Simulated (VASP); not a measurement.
# Native point defects of MoS2, part 5 of 7

Which native defect is cheapest in MoS2, and how does that change with the growth condition? The start is a cell from a database of measured crystal structures.

VASP 6.6.1, plane waves and PAW; the level of theory is named at each step.

So far. Step 2 (Relaxing the host crystal): The run ended after 8 ionic steps, 0.007 eV below its first step, once forces and stress met EDIFFG = -0.02. Step 4 (The perfect supercell): The perfect cell has a gap of 0.97 eV on this mesh, with its valence-band top at 5.782 eV, and charged states follow.

### Step 5. Reference Mo

This step: PBEsol; plane waves and PAW (Mo) (VASP 6.6.1).

System of this step: Mo. It takes space group Im-3m (No. 229, cubic). The conventional cell has a = 3.150 Å, b = 3.150 Å, c = 3.150 Å, α = 90.00°, β = 90.00°, γ = 90.00°. Nearest to Mo lie 8 Mo at 2.73 Å.

The reference for Mo is its crystal, relaxed at the cutoff of the large cell.

Input file INCAR:

```
SYSTEM = Mo
PREC = Normal
ENCUT = 300
EDIFF = 1E-05
NELM = 120
ISMEAR = 1
SIGMA = 0.1
LREAL = Auto
ALGO = Fast
GGA = PS
NBANDS = 9
LASPH = .TRUE.
LORBIT = 11
LWAVE = .FALSE.
LCHARG = .FALSE.
KPAR = 8
IBRION = 2
NSW = 25
ISIF = 3
EDIFFG = -0.02
POTIM = 0.4
```

Input file POSCAR:

```
Mo
1.0
   -1.5750000000      1.5750000000      1.5750000000
    1.5750000000     -1.5750000000      1.5750000000
    1.5750000000      1.5750000000     -1.5750000000
Mo
1
Direct
    0.0000000000      0.0000000000      0.0000000000
```

Input file KPOINTS:

```
Automatic mesh
0
Gamma
12 12 12
0 0 0
```

The projector-augmented-wave data sets are Mo (PBE family, release 64).

Started as:

```sh
$ mpirun -np 8 vasp_std
```

Output:

```text
[banner, memory and clock lines left out]
running    8 mpi-ranks, on    1 nodes
 distrk:  each k-point on    1 cores,    8 groups
 distr:  one band on    1 cores,    1 groups

 POSCAR found type information on POSCAR Mo
 POSCAR found :  1 types and       1 ions
 [... a notice as in an earlier step ...]

|                                                                             |
|               ----> ADVICE to this user running VASP <----                  |
|                                                                             |
|     You have a (more or less) 'small supercell' and for smaller cells       |
|     it is recommended to use the reciprocal-space projection scheme!        |
|     The real-space optimization is not efficient for small cells and it     |
|     is also less accurate ...                                               |
|     Therefore, set LREAL=.FALSE. in the INCAR file.                         |
|                                                                             |

 [... a notice as in an earlier step ...]

 LDA part: xc-table for (Slater+PW92), standard interpolation
 POSCAR, INCAR and KPOINTS ok, starting setup
 FFT: planning ... GRIDC
 FFT: planning ... GRID_SOFT
 FFT: planning ... GRID
 WAVECAR not read
 entering main loop
       N       E                     dE             d eps       ncg     rms          rms(c)
DAV:   1    -0.161919298341E+01   -0.16192E+01   -0.21179E+03  1408   0.345E+02
DAV:   2    -0.125005469468E+02   -0.10881E+02   -0.10473E+02  1418   0.801E+01
DAV:   3    -0.126238799060E+02   -0.12333E+00   -0.12139E+00  1444   0.796E+00
DAV:   4    -0.126239979920E+02   -0.11809E-03   -0.11808E-03  1423   0.240E-01
DAV:   5    -0.126239981290E+02   -0.13699E-06   -0.13786E-06  1446   0.774E-03    0.158E+01
RMM:   6    -0.119801333968E+02    0.64386E+00   -0.34586E-01  1296   0.391E+00    0.587E+00
RMM:   7    -0.118113762250E+02    0.16876E+00   -0.23966E-01  1296   0.323E+00    0.857E-01
RMM:   8    -0.118076816589E+02    0.36946E-02   -0.12505E-02  1296   0.112E+00    0.135E-01
RMM:   9    -0.118076274885E+02    0.54170E-04   -0.51092E-04  1286   0.170E-01    0.736E-02
RMM:  10    -0.118076284370E+02   -0.94847E-06   -0.28973E-04  1296   0.115E-01    0.105E-01
RMM:  11    -0.118076049770E+02    0.23460E-04   -0.33559E-05  1289   0.457E-02    0.105E-02
RMM:  12    -0.118076037617E+02    0.12153E-05   -0.39098E-06   797   0.135E-02
   1 F= -.11807604E+02 E0= -.11807511E+02  d E =-.118076E+02
 curvature:   0.00 expect dE= 0.000E+00 dE for cont linesearch  0.000E+00
 trial: gam= 0.00000 g(F)=  0.106E-63 g(S)=  0.839E-01 ort = 0.000E+00 (trialstep = 0.100E+01)
 search vector abs. value=  0.839E-01
 bond charge predicted
       N       E                     dE             d eps       ncg     rms          rms(c)
DAV:   1    -0.118353040756E+02   -0.27699E-01   -0.40671E+00  1298   0.150E+01    0.547E+00
RMM:   2    -0.117688934754E+02    0.66411E-01   -0.36533E-02  1296   0.165E+00    0.187E+00
RMM:   3    -0.117506133221E+02    0.18280E-01   -0.16025E-02  1296   0.849E-01    0.149E-01
RMM:   4    -0.117504373296E+02    0.17599E-03   -0.10779E-03  1296   0.287E-01    0.534E-02
RMM:   5    -0.117504999483E+02   -0.62619E-04   -0.10419E-04  1219   0.534E-02    0.912E-03
RMM:   6    -0.117505076632E+02   -0.77149E-05   -0.14463E-05   980   0.209E-02
   2 F= -.11750508E+02 E0= -.11750477E+02  d E =0.570961E-01
 trial-energy change:    0.057096  1 .order    0.060973   -0.083926    0.205872
 step:   0.3067(harm=  0.2896)  dis= 0.00000  next Energy=   -11.820584 (dE=-0.130E-01)
 bond charge predicted
       N       E                     dE             d eps       ncg     rms          rms(c)
DAV:   1    -0.118616239944E+02   -0.11112E+00   -0.19119E+00  1299   0.101E+01    0.367E+00
RMM:   2    -0.118290475784E+02    0.32576E-01   -0.21787E-02  1296   0.125E+00    0.133E+00
RMM:   3    -0.118209151863E+02    0.81324E-02   -0.76943E-03  1296   0.577E-01    0.403E-02
RMM:   4    -0.118208541313E+02    0.61055E-04   -0.44968E-04  1292   0.189E-01    0.210E-02
RMM:   5    -0.118208766376E+02   -0.22506E-04   -0.60187E-05  1184   0.390E-02    0.869E-03
RMM:   6    -0.118208802727E+02   -0.36351E-05   -0.10527E-05   930   0.163E-02
   3 F= -.11820880E+02 E0= -.11820832E+02  d E =-.132765E-01
 curvature:  -0.14 expect dE=-0.250E-05 dE for cont linesearch -0.250E-05
 trial: gam=-0.01415 g(F)=  0.293E-65 g(S)=  0.173E-04 ort = 0.121E-02 (trialstep = 0.861E+00)
 search vector abs. value=  0.367E-08
 reached required accuracy - stopping structural energy minimisation
```

The job ended after 6.4 s (8 MPI ranks of AMD EPYC 7R43, shared host; peak memory 0.63 GiB; 43 s of CPU time).

Parts of OUTCAR (step 5):

```text
   k-points           NKPTS =     72   k-points in BZ     NKDIM =     72   number of bands    NBANDS=      9

   ENCUT  =  300.0 eV  22.05 Ry    4.70 a.u.   3.85  3.85  3.85*2*pi/ulx,y,z

   NELECT =       6.0000    total number of electrons

 E-fermi :   6.9809

 k-point     1 :       0.0000    0.0000    0.0000
  band No.  band energies     occupation
      1      -0.3413      2.00000
      2       5.5896      2.00000
      3       5.5896      2.00000
      4       5.5896      2.00000
      5       8.7054     -0.00000
      6       8.7054     -0.00000
      7      23.5558      0.00000
      8      23.5558      0.00000
      9      23.5558      0.00000

  Total       -0.0122261     -0.0122261     -0.0122261      0.0000000      0.0000000      0.0000000
  in kB       -1.2920917     -1.2920917     -1.2920917      0.0000000      0.0000000      0.0000000
  external PRESSURE =      -1.2920917 kB  Pullay stress =       0.0000000 kB

 POSITION                                       TOTAL-FORCE (eV/Angst)
 -----------------------------------------------------------------------------------
      0.00000     -0.00000      0.00000         0.000000      0.000000     -0.000000
 -----------------------------------------------------------------------------------
    total drift:                               -0.000000     -0.000000      0.000000

  FREE ENERGIE OF THE ION-ELECTRON SYSTEM (eV)
  ---------------------------------------------------
  free  energy   TOTEN  =       -11.8208802727 eV

  energy  without entropy=      -11.8207357807  energy(sigma->0) =      -11.82083211

[... 1 part as in an earlier step ...]

[... 15 further parts left out ...]
```

The run keeps the 48 symmetry operations of its start, so it cannot find a distortion of lower symmetry.

Step by step:

```csv
step,energy less that of the first step (eV),largest force (eV/Å),pressure (GPa),volume (Å³)
1,0.0000,0.0000,-8.73,15.63
2,0.0571,0.0000,23.67,14.14
3,-0.0133,0.0000,-0.13,15.16
```

```csv
"conventional cell, symmetrised",before,after,change
a (Å),3.150,3.118,-1.0 %
b (Å),3.150,3.118,-1.0 %
c (Å),3.150,3.118,-1.0 %
volume (Å³/atom),15.63,15.16,-3.0 %
```

The relaxed structure:

```xyz
1
Lattice="-1.5591 1.5591 1.5591 1.5591 -1.5591 1.5591 1.5591 1.5591 -1.5591" Properties=species:S:1:pos:R:3 pbc="T T T"
Mo    0.0000    0.0000    0.0000
```

Numbers from this step:

* electronic cycles: 24
* electrons: 6
* free energy (TOTEN): -11.82 eV
* Fermi energy: 6.981 eV
* labelled metallic, from the levels on this mesh: yes

The run ended after 3 ionic steps, 0.013 eV below its first step, once forces and stress met EDIFFG = -0.02.

Energy at zero smearing: -11.82083 eV.

### Step 6. Relaxing the atoms

This step: PBEsol; plane waves and PAW (S) (VASP 6.6.1).

System of this step: S8. The cell holds 8 atoms: 8 S. Cell: a = 14.000 Å, b = 14.500 Å, c = 11.000 Å, α = 90.0°, β = 90.0°, γ = 90.0°. Vacuum lies along a, b and c.

The reference for S is the S8 molecule, relaxed in a box at the cutoff of the large cell.

Input file INCAR:

```
SYSTEM = S
PREC = Normal
ENCUT = 300
EDIFF = 1E-05
NELM = 120
ISMEAR = 0
SIGMA = 0.01
LREAL = Auto
ALGO = Fast
GGA = PS
NBANDS = 32
LORBIT = 11
LWAVE = .FALSE.
LCHARG = .FALSE.
NCORE = 8
LASPH = .TRUE.
IBRION = 2
NSW = 30
ISIF = 2
EDIFFG = -0.03
POTIM = 0.4
MAXMIX = 40
ISYM = 0
```

Input file POSCAR:

```
S
1.0
   14.0000000000      0.0000000000      0.0000000000
    0.0000000000     14.5000000000      0.0000000000
    0.0000000000      0.0000000000     11.0000000000
S
8
Direct
    0.6692857100      0.5000000000      0.5454545500
    0.6197030800      0.6155753800      0.4545454500
    0.5000000000      0.6634482800      0.5454545500
    0.3802969200      0.6155753800      0.4545454500
    0.3307142900      0.5000000000      0.5454545500
    0.3802969200      0.3844246200      0.4545454500
    0.5000000000      0.3365517200      0.5454545500
    0.6197030800      0.3844246200      0.4545454500
```

Input file KPOINTS:

```
Automatic mesh
0
Gamma
1 1 1
0 0 0
```

The projector-augmented-wave data sets are S (PBE family, release 64).

Started as:

```sh
$ mpirun -np 8 vasp_gam
```

Output:

```text
[banner, memory and clock lines left out]
running    8 mpi-ranks, on    1 nodes
 distrk:  each k-point on    8 cores,    1 groups
 distr:  one band on    8 cores,    1 groups

 POSCAR found type information on POSCAR S
 POSCAR found :  1 types and       8 ions
 [... a notice as in an earlier step ...]

 [... a notice as in an earlier step ...]

 [... a notice as in an earlier step ...]

 LDA part: xc-table for (Slater+PW92), standard interpolation
 POSCAR, INCAR and KPOINTS ok, starting setup
 FFT: planning ... GRIDC
 FFT: planning ... GRID_SOFT
 FFT: planning ... GRID
 WAVECAR not read
 entering main loop
       N       E                     dE             d eps       ncg     rms          rms(c)
DAV:   1     0.377780452120E+03    0.37778E+03   -0.10525E+04    80   0.624E+02
DAV:   2     0.741026913173E+02   -0.30368E+03   -0.28883E+03   120   0.130E+02
DAV:   3    -0.282527330559E+02   -0.10236E+03   -0.10194E+03    88   0.864E+01
DAV:   4    -0.350724294614E+02   -0.68197E+01   -0.67103E+01    80   0.274E+01
DAV:   5    -0.351825007284E+02   -0.11007E+00   -0.10907E+00    88   0.380E+00    0.298E+01
RMM:   6    -0.349346445210E+02    0.24786E+00   -0.11731E-01    64   0.159E+00    0.178E+01
RMM:   7    -0.348260956881E+02    0.10855E+00   -0.32136E-01    64   0.250E+00    0.420E-01
RMM:   8    -0.348292755866E+02   -0.31799E-02   -0.37852E-02    68   0.102E+00    0.363E-01
RMM:   9    -0.348302126535E+02   -0.93707E-03   -0.90083E-03    70   0.414E-01    0.838E-02
RMM:  10    -0.348308935102E+02   -0.68086E-03   -0.16604E-03    81   0.192E-01    0.117E-01
RMM:  11    -0.348323407510E+02   -0.14472E-02   -0.33192E-04    64   0.812E-02    0.944E-02
RMM:  12    -0.348328134121E+02   -0.47266E-03   -0.15612E-04    58   0.473E-02    0.425E-02
RMM:  13    -0.348338906077E+02   -0.10772E-02   -0.52598E-04    60   0.591E-02    0.141E-02
RMM:  14    -0.348339162504E+02   -0.25643E-04   -0.33450E-05    49   0.252E-02    0.142E-02
RMM:  15    -0.348340704481E+02   -0.15420E-03   -0.15582E-05    42   0.135E-02    0.110E-02
RMM:  16    -0.348343733758E+02   -0.30293E-03   -0.32264E-05    46   0.172E-02    0.719E-03
RMM:  17    -0.348344920688E+02   -0.11869E-03   -0.62908E-06    38   0.992E-03    0.311E-03
RMM:  18    -0.348346432461E+02   -0.15118E-03   -0.14920E-05    41   0.988E-03    0.520E-03
RMM:  19    -0.348346662835E+02   -0.23037E-04   -0.27658E-06    29   0.511E-03    0.390E-03
RMM:  20    -0.348346848937E+02   -0.18610E-04   -0.26161E-06    30   0.495E-03    0.688E-04
RMM:  21    -0.348346907057E+02   -0.58121E-05   -0.63500E-07    21   0.344E-03
   1 F= -.34834691E+02 E0= -.34834691E+02  d E =-.348347E+02
 curvature:   0.00 expect dE= 0.000E+00 dE for cont linesearch  0.000E+00
 trial: gam= 0.00000 g(F)=  0.709E-01 g(S)=  0.000E+00 ort = 0.000E+00 (trialstep = 0.100E+01)
 search vector abs. value=  0.709E-01
 bond charge predicted
       N       E                     dE             d eps       ncg     rms          rms(c)
DAV:   1    -0.348524537046E+02   -0.17769E-01   -0.30700E+00    72   0.721E+00    0.211E+00
RMM:   2    -0.348654274348E+02   -0.12974E-01   -0.17791E-01    64   0.214E+00    0.117E+00
RMM:   3    -0.348682215621E+02   -0.27941E-02   -0.40960E-02    65   0.105E+00    0.324E-01
RMM:   4    -0.348695766218E+02   -0.13551E-02   -0.88141E-03    72   0.484E-01    0.292E-01
RMM:   5    -0.348694515539E+02    0.12507E-03   -0.12653E-03    64   0.196E-01    0.140E-01
RMM:   6    -0.348698515706E+02   -0.40002E-03   -0.12266E-03    68   0.135E-01    0.108E-01
RMM:   7    -0.348698881446E+02   -0.36574E-04   -0.17647E-04    64   0.672E-02    0.963E-02
RMM:   8    -0.348699996770E+02   -0.11153E-03   -0.51902E-05    52   0.352E-02    0.277E-02
RMM:   9    -0.348700434360E+02   -0.43759E-04   -0.28501E-05    46   0.210E-02    0.711E-03
RMM:  10    -0.348700695764E+02   -0.26140E-04   -0.14223E-05    41   0.142E-02    0.367E-03
RMM:  11    -0.348700960964E+02   -0.26520E-04   -0.47847E-06    39   0.846E-03    0.497E-03
RMM:  12    -0.348701032144E+02   -0.71180E-05   -0.11921E-06    34   0.498E-03
   2 F= -.34870103E+02 E0= -.34870103E+02  d E =-.354125E-01
 trial-energy change:   -0.035413  1 .order   -0.034893   -0.070944    0.001157
 step:   0.9846(harm=  0.9840)  dis= 0.01676  next Energy=   -34.870112 (dE=-0.354E-01)
 reached required accuracy - stopping structural energy minimisation
```

The job ended after 15 s (8 MPI ranks; peak memory 0.98 GiB; 1.8 min of CPU time).

OUTCAR, selected parts (step 6):

```text
   k-points           NKPTS =      1   k-points in BZ     NKDIM =      1   number of bands    NBANDS=     32

   ENCUT  =  300.0 eV  22.05 Ry    4.70 a.u.  19.77 20.48 15.53*2*pi/ulx,y,z

   NELECT =      48.0000    total number of electrons

 E-fermi :  -5.6467

 k-point     1 :       0.0000    0.0000    0.0000
  band No.  band energies     occupation
    ...
     20      -6.1352      2.00000
     21      -6.1344      2.00000
     22      -5.8710      2.00000
     23      -5.8705      2.00000
     24      -5.7541      2.00000
     25      -2.3591      0.00000
     26      -2.3577      0.00000
     27      -2.0207      0.00000
     28      -1.1723      0.00000
     29      -1.1700      0.00000
    ...

  Total       -0.5605495     -0.5705988     -0.5516646      0.0006523     -0.0007308      0.0002643
  in kB       -0.4021942     -0.4094046     -0.3958193      0.0004680     -0.0005243      0.0001896
  external PRESSURE =      -0.4024727 kB  Pullay stress =       0.0000000 kB

 POSITION                                       TOTAL-FORCE (eV/Angst)
 -----------------------------------------------------------------------------------
      9.36299      7.25001      5.98319         0.002590     -0.001001      0.007630
      8.67054      8.92074      5.01702         0.002900     -0.002298     -0.007894
      7.00000      9.61272      5.98278        -0.000022      0.002927      0.007805
      5.32947      8.92074      5.01702        -0.003076     -0.002459     -0.007935
      4.63701      7.25000      5.98319        -0.002159      0.000110      0.008014
      5.32947      5.57925      5.01702        -0.003041      0.002711     -0.007853
      7.00000      4.88728      5.98278        -0.000112     -0.002661      0.008028
      8.67054      5.57925      5.01702         0.002920      0.002671     -0.007795
 -----------------------------------------------------------------------------------
    total drift:                                0.000492     -0.000551      0.007040

  FREE ENERGIE OF THE ION-ELECTRON SYSTEM (eV)
  ---------------------------------------------------
  free  energy   TOTEN  =       -34.8701032144 eV

  energy  without entropy=      -34.8701032144  energy(sigma->0) =      -34.87010321

[... 1 part as in an earlier step ...]

[... 7 further parts left out ...]
```

The steps of the relaxation:

```csv
step,energy less that of the first step (eV),largest force (eV/Å)
1,0.0000,0.4845
2,-0.0354,0.0089
```

The atoms that moved most (Å):

```csv
atom,dx,dy,dz,length
S7,0.000,0.007,-0.017,0.019
S3,0.000,-0.007,-0.017,0.019
S4,0.005,-0.005,0.017,0.019
S6,0.005,0.005,0.017,0.019
S2,-0.005,-0.005,0.017,0.019
S8,-0.005,0.005,0.017,0.019
S5,0.007,0.000,-0.017,0.018
S1,-0.007,0.000,-0.017,0.018
```

The relaxed structure:

```
S
1.0
    14.00000    0.00000    0.00000
     0.00000   14.50000    0.00000
     0.00000    0.00000   11.00000
S
8
Direct
  0.66878 0.50000 0.54393
  0.61932 0.61522 0.45609
  0.50000 0.66295 0.54389
  0.38068 0.61522 0.45609
  0.33122 0.50000 0.54393
  0.38068 0.38478 0.45609
  0.50000 0.33705 0.54389
  0.61932 0.38478 0.45609
```

Numbers from this step:

- electronic cycles: 33
- electrons: 48
- free energy (TOTEN): -34.87 eV
- gap between the highest filled and lowest empty level: 3.395 eV

The run ended after 2 ionic steps, 0.035 eV below its first step, once the forces on the free atoms met EDIFFG = -0.03.

Energy at zero smearing: -34.87010 eV.

(Continued in part 6 of 7.)

[Lines on the potential files, build, host, timing and source positions are cut from VASP's logs without a mark.]

[Logs are printed without paths, hosts, clocks, repeated set-up lines and the standing remarks that a program may print on its own settings, such as how far it seeks lower states.]

[Hosts, paths, dates, database ids (printed as entryN), source tags and the programs' standing remarks are cut or masked in the printed files.]

[In band tables of VASP the shares of atoms and orbitals are scaled to a sum of 1 inside the atoms' spheres.]

[Runs that stopped without an error message from VASP are left out.]
